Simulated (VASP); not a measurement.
Calculation: PBE GGA, VASP's PBE PAW potentials (set 64) (plane waves; VASP).

The input files of a VASP run:

**INCAR**
```
SYSTEM = Cd
PREC = Accurate
ENCUT = 480
EDIFF = 1E-7
NELM = 100
ALGO = Normal
LREAL = .FALSE.
LASPH = .TRUE.
ISMEAR = 1
SIGMA = 0.1
GGA = PE
LMAXMIX = 4
LWAVE = .FALSE.
LCHARG = .FALSE.
ISIF = 3
IBRION = 2
NSW = 40
EDIFFG = -0.01
PSTRESS = 300
```

File KPOINTS:
```
Automatic mesh
0
Gamma
14 14 6
0 0 0
```

**POSCAR**
```
Cd
1.0
  1.4965650857  -2.5921270655   0.0000000000
  1.4965650857   2.5921270655   0.0000000000
  0.0000000000   0.0000000000   5.8510063721
Cd
2
Direct
  0.3333330000   0.6666670000   0.2500000000
  0.6666670000   0.3333330000   0.7500000000
```

POTCAR, in this order: Cd (PBE.64 set). Program: vasp_std.

The run wrote:

**OUTCAR**
```
 ion  position               nearest neighbor table
   1  0.333  0.667  0.250-   2 3.40   2 3.40   2 3.40   2 3.40   2 3.40   2 3.40
   2  0.667  0.333  0.750-   1 3.40   1 3.40   1 3.40   1 3.40   1 3.40   1 3.40
  LATTYP: Found a hexagonal cell.
 ALAT       =     2.9931304314
 C/A-ratio  =     1.9548116950
 Subroutine PRICEL returns:
 Original cell was already a primitive cell.
 Subroutine GETGRP returns: Found 24 space group operations
The static configuration has the point symmetry D_3d.
 The point group associated with its full space group is D_6h.
The dynamic configuration has the point symmetry D_3d.
 Subroutine INISYM returns: Found 24 space group operations
 Subroutine IBZKPT returns following result:
 Found     96 irreducible k-points:

 Following reciprocal coordinates:
            Coordinates               Weight
  0.000000  0.000000  0.000000      1.000000
  0.071429  0.000000  0.000000      6.000000
  0.142857  0.000000  0.000000      6.000000
  0.214286  0.000000  0.000000      6.000000
  0.285714  0.000000  0.000000      6.000000
  0.357143  0.000000  0.000000      6.000000
  0.428571  0.000000  0.000000      6.000000
...
```

File OSZICAR:
```
...
DAV:   3    -0.313402436017E+01    0.43039E+01   -0.35913E+00  3408   0.254E+01    0.414E+01
DAV:   4    -0.916604949245E+00    0.22174E+01   -0.32129E+00  3720   0.226E+01    0.112E+01
DAV:   5    -0.851460245861E+00    0.65145E-01   -0.16261E-01  3352   0.438E+00    0.113E+00
DAV:   6    -0.850169792759E+00    0.12905E-02   -0.52027E-03  3952   0.101E+00    0.684E-01
DAV:   7    -0.850981863975E+00   -0.81207E-03   -0.20589E-03  3400   0.470E-01    0.976E-02
DAV:   8    -0.850951921340E+00    0.29943E-04   -0.95299E-05  3656   0.132E-01    0.295E-02
DAV:   9    -0.850952974428E+00   -0.10531E-05   -0.49004E-06  3384   0.227E-02    0.891E-04
DAV:  10    -0.850952984225E+00   -0.97971E-08   -0.72616E-08  2472   0.302E-03
   3 F= 0.58316760E+01 E0= 0.58315498E+01  d E =-.118963E+01
       N       E                     dE             d eps       ncg     rms          rms(c)
DAV:   1    -0.831287902948E+00    0.19665E-01   -0.13162E+00  3088   0.162E+01    0.176E+00
DAV:   2    -0.767254736159E+00    0.64033E-01   -0.16511E-01  3080   0.624E+00    0.590E-01
DAV:   3    -0.762926095348E+00    0.43286E-02   -0.89490E-03  3736   0.122E+00    0.458E-01
DAV:   4    -0.762118790889E+00    0.80730E-03   -0.99912E-04  3352   0.282E-01    0.509E-02
DAV:   5    -0.762114194352E+00    0.45965E-05   -0.24261E-05  3624   0.618E-02    0.279E-02
DAV:   6    -0.762116245015E+00   -0.20507E-05   -0.18836E-06  3520   0.152E-02    0.101E-02
DAV:   7    -0.762117323148E+00   -0.10781E-05   -0.49019E-07  3080   0.602E-03    0.179E-03
DAV:   8    -0.762117339234E+00   -0.16087E-07   -0.76415E-09  1664   0.116E-03
   4 F= 0.58198839E+01 E0= 0.58197382E+01  d E =-.120142E+01
       N       E                     dE             d eps       ncg     rms          rms(c)
DAV:   1    -0.729544832429E+00    0.32572E-01   -0.82681E-01  3088   0.129E+01    0.139E+00
DAV:   2    -0.689416293131E+00    0.40129E-01   -0.10242E-01  3080   0.494E+00    0.477E-01
DAV:   3    -0.686655389609E+00    0.27609E-02   -0.56462E-03  3768   0.982E-01    0.369E-01
DAV:   4    -0.686149003451E+00    0.50639E-03   -0.61763E-04  3336   0.223E-01    0.385E-02
DAV:   5    -0.686146970325E+00    0.20331E-05   -0.14060E-05  3624   0.463E-02    0.235E-02
DAV:   6    -0.686147889728E+00   -0.91940E-06   -0.15341E-06  3592   0.149E-02    0.973E-03
DAV:   7    -0.686148875690E+00   -0.98596E-06   -0.42552E-07  2944   0.569E-03    0.197E-03
DAV:   8    -0.686148896191E+00   -0.20501E-07   -0.68702E-09  1640   0.108E-03
   5 F= 0.58170295E+01 E0= 0.58168767E+01  d E =-.120427E+01
       N       E                     dE             d eps       ncg     rms          rms(c)
DAV:   1    -0.132273170217E+01   -0.63658E+00   -0.27177E+01  3240   0.496E+01    0.416E+00
DAV:   2    -0.870074769331E+00    0.45266E+00   -0.47160E-01  3312   0.913E+00    0.219E+00
DAV:   3    -0.699532861753E+00    0.17054E+00   -0.21429E-01  3264   0.488E+00    0.845E-01
DAV:   4    -0.691939547545E+00    0.75933E-02   -0.32989E-02  3664   0.211E+00    0.365E-01
DAV:   5    -0.691844792763E+00    0.94755E-04   -0.14091E-03  3392   0.492E-01    0.138E-01
DAV:   6    -0.691817196047E+00    0.27597E-04   -0.21881E-04  3544   0.209E-01    0.993E-03
DAV:   7    -0.691816911440E+00    0.28461E-06   -0.13407E-06  3416   0.111E-02    0.521E-03
DAV:   8    -0.691816861118E+00    0.50322E-07   -0.20282E-08  1952   0.160E-03
   6 F= 0.57039329E+01 E0= 0.57041341E+01  d E =-.113097E+00
       N       E                     dE             d eps       ncg     rms          rms(c)
DAV:   1    -0.392458164961E+01   -0.32328E+01   -0.17704E+02  3392   0.129E+02    0.108E+01
DAV:   2    -0.141508704101E+01    0.25095E+01   -0.30246E+00  3584   0.209E+01    0.567E+00
DAV:   3    -0.405249663385E+00    0.10098E+01   -0.10193E+00  3336   0.118E+01    0.201E+00
DAV:   4    -0.356042612985E+00    0.49207E-01   -0.17418E-01  3656   0.493E+00    0.792E-01
DAV:   5    -0.356459625518E+00   -0.41701E-03   -0.61007E-03  3264   0.982E-01    0.360E-01
DAV:   6    -0.356485984923E+00   -0.26359E-04   -0.23047E-04  3736   0.197E-01    0.222E-02
DAV:   7    -0.356484133045E+00    0.18519E-05   -0.16250E-05  3352   0.585E-02    0.144E-02
DAV:   8    -0.356484153123E+00   -0.20078E-07   -0.24598E-07  2840   0.559E-03
   7 F= 0.57041235E+01 E0= 0.57042284E+01  d E =-.112906E+00
       N       E                     dE             d eps       ncg     rms          rms(c)
DAV:   1    -0.153219879848E+01   -0.11757E+01   -0.40044E+01  3208   0.642E+01    0.587E+00
DAV:   2    -0.837034936354E+00    0.69516E+00   -0.10274E+00  3400   0.158E+01    0.292E+00
DAV:   3    -0.630177805673E+00    0.20686E+00   -0.18498E-01  3304   0.486E+00    0.158E+00
DAV:   4    -0.592209862969E+00    0.37968E-01   -0.60831E-02  3496   0.260E+00    0.448E-01
DAV:   5    -0.592166000602E+00    0.43862E-04   -0.52430E-03  3488   0.841E-01    0.150E-01
DAV:   6    -0.592129554211E+00    0.36446E-04   -0.94167E-05  3264   0.114E-01    0.438E-02
DAV:   7    -0.592129334197E+00    0.22001E-06   -0.72809E-06  3528   0.265E-02    0.950E-03
DAV:   8    -0.592129458497E+00   -0.12430E-06   -0.12748E-07  2168   0.602E-03    0.126E-03
DAV:   9    -0.592129494964E+00   -0.36467E-07   -0.11053E-08  1696   0.149E-03
   8 F= 0.56319530E+01 E0= 0.56320192E+01  d E =-.185076E+00
       N       E                     dE             d eps       ncg     rms          rms(c)
DAV:   1    -0.163852309363E+01   -0.10464E+01   -0.15979E+01  3104   0.563E+01    0.662E+00
DAV:   2    -0.966264652419E+00    0.67226E+00   -0.16370E+00  3224   0.194E+01    0.255E+00
DAV:   3    -0.906009680355E+00    0.60255E-01   -0.91883E-02  3648   0.413E+00    0.203E+00
DAV:   4    -0.890027483938E+00    0.15982E-01   -0.12595E-02  3232   0.116E+00    0.339E-01
DAV:   5    -0.889837188300E+00    0.19030E-03   -0.10178E-03  3480   0.347E-01    0.112E-01
DAV:   6    -0.889870588686E+00   -0.33400E-04   -0.67247E-05  3600   0.102E-01    0.279E-02
DAV:   7    -0.889867463088E+00    0.31256E-05   -0.15331E-05  3288   0.557E-02    0.405E-03
DAV:   8    -0.889867564578E+00   -0.10149E-06   -0.21213E-07  2752   0.558E-03    0.235E-03
DAV:   9    -0.889867416476E+00    0.14810E-06   -0.38810E-08  1648   0.287E-03    0.284E-04
DAV:  10    -0.889867424229E+00   -0.77530E-08   -0.16514E-09  1640   0.545E-04
   9 F= 0.56504532E+01 E0= 0.56507014E+01  d E =0.185002E-01
       N       E                     dE             d eps       ncg     rms          rms(c)
DAV:   1    -0.105782587611E+01   -0.16796E+00   -0.73371E+00  3120   0.370E+01    0.391E+00
DAV:   2    -0.726654675161E+00    0.33117E+00   -0.85169E-01  3208   0.142E+01    0.130E+00
DAV:   3    -0.701139796299E+00    0.25515E-01   -0.48276E-02  3680   0.280E+00    0.967E-01
DAV:   4    -0.696080704353E+00    0.50591E-02   -0.74036E-03  3216   0.871E-01    0.126E-01
DAV:   5    -0.696072120773E+00    0.85836E-05   -0.37053E-04  3504   0.271E-01    0.642E-02
DAV:   6    -0.696090667934E+00   -0.18547E-04   -0.15706E-05  3472   0.341E-02    0.147E-02
DAV:   7    -0.696092168461E+00   -0.15005E-05   -0.31738E-06  3608   0.230E-02    0.387E-03
DAV:   8    -0.696092038459E+00    0.13000E-06   -0.61655E-08  1824   0.259E-03    0.107E-03
DAV:   9    -0.696092077922E+00   -0.39462E-07   -0.10156E-08  1568   0.131E-03
  10 F= 0.56266137E+01 E0= 0.56267129E+01  d E =-.533930E-02
       N       E                     dE             d eps       ncg     rms          rms(c)
DAV:   1    -0.698102290747E+00   -0.20103E-02   -0.63063E-04  3112   0.349E-01    0.373E-02
DAV:   2    -0.698075836850E+00    0.26454E-04   -0.68373E-05  3240   0.128E-01    0.137E-02
DAV:   3    -0.698073039190E+00    0.27977E-05   -0.40730E-06  3680   0.268E-02    0.104E-02
DAV:   4    -0.698071333646E+00    0.17055E-05   -0.57029E-07  3024   0.766E-03    0.101E-03
DAV:   5    -0.698071293062E+00    0.40584E-07   -0.38001E-08  1568   0.257E-03
  11 F= 0.56266161E+01 E0= 0.56267139E+01  d E =-.533688E-02
```

### OUTCAR
```
------------------------ aborting loop because EDIFF is reached ----------------------------------------
  FORCE on cell =-STRESS in cart. coord.  units (eV):
  Direction    XX          YY          ZZ          XY          YZ          ZX
  --------------------------------------------------------------------------------------
  Total        6.3085437      6.3085466      6.3364611      0.0000000      0.0000000      0.0000000
  in kB      299.2342519    299.2343885    300.5584619      0.0000000      0.0000000      0.0000000
  external PRESSURE =      -0.3242992 kB  Pullay stress =     300.0000000 kB
  volume of cell :       33.78
      direct lattice vectors                 reciprocal lattice vectors
     1.429692792 -2.476301121  0.000000000     0.349725481 -0.201914055 -0.000000000
     1.429692792  2.476301121 -0.000000000     0.349725481  0.201914055  0.000000000
    -0.000000000 -0.000000000  4.770371682     0.000000000  0.000000000  0.209627272
 POSITION                                       TOTAL-FORCE (eV/Angst)
 -----------------------------------------------------------------------------------
      1.42969      0.82544      1.19259        -0.000000     -0.000000      0.000000
      1.42969     -0.82544      3.57778         0.000000      0.000000      0.000000
 -----------------------------------------------------------------------------------
    total drift:                               -0.000000      0.000153      0.000003
  FREE ENERGIE OF THE ION-ELECTRON SYSTEM (eV)
  ---------------------------------------------------
  free  energy   TOTEN  =        -0.6980712931 eV

  energy  without entropy=       -0.6977781731  energy(sigma->0) =       -0.69797359
  enthalpy is  TOTEN    =         5.6266161496 eV   P V=        6.3246874427

 reached required accuracy - stopping structural energy minimisation
```
(Selected blocks of OUTCAR.)

**CONTCAR**
```
Cd
   1.00000000000000
     1.4296927923369207   -2.4763011205705769    0.0000000000000000
     1.4296927923369207    2.4763011205705769   -0.0000000000000000
    -0.0000000000000000   -0.0000000000000000    4.7703716817068864
  Cd
     2
Direct
     0.3333330000000032    0.6666669999999968    0.2500000000000000
     0.6666669999999968    0.3333330000000032    0.7500000000000000
```

Energy and stress use the plane-wave basis of the starting cell.

The compound is Cd in the hcp structure. This run relaxes it under an external pressure of 30 GPa. Symmetry was kept, so distortions that lower it aren't found.
